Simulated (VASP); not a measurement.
Consider the following.

```
CELL_PARAMETERS angstrom
      3.33032     0.00000     0.00000
     -1.66516     2.88414     0.00000
      0.00000     0.00000    26.37038
ATOMIC_POSITIONS crystal
  W  0.66667 0.33333 0.37451
  W  0.33333 0.66667 0.62549
  Se 0.33333 0.66667 0.43847
  Se 0.33333 0.66667 0.31056
  Se 0.66667 0.33333 0.68944
  Se 0.66667 0.33333 0.56153
```

The numbers are results of optB88-vdW, VASP's PBE PAW potentials (set 64) (plane waves; VASP), not measurements. Settings: PREC = Normal, 400 eV cut-off, 12×12×1 Γ-centred mesh, Gaussian smearing of 0.050 eV, potentials W_sv Se.

Unless said otherwise, spin-orbit coupling is left out, though it shifts the bands of the heavy elements here.

### Question
Predict the energy per atom (σ→0), band gap (on the k-mesh) with the smallest direct gap where there is one.

### Answer

band gap (on the k-mesh): 0.59 eV
smallest direct gap (on the k-mesh): 0.59 eV
energy per atom (σ→0): -4.960 eV/atom

The absolute energy has meaning only against runs of the same code, potentials and settings.

The cell is a sheet with vacuum, built from WSe2 (2H layered).
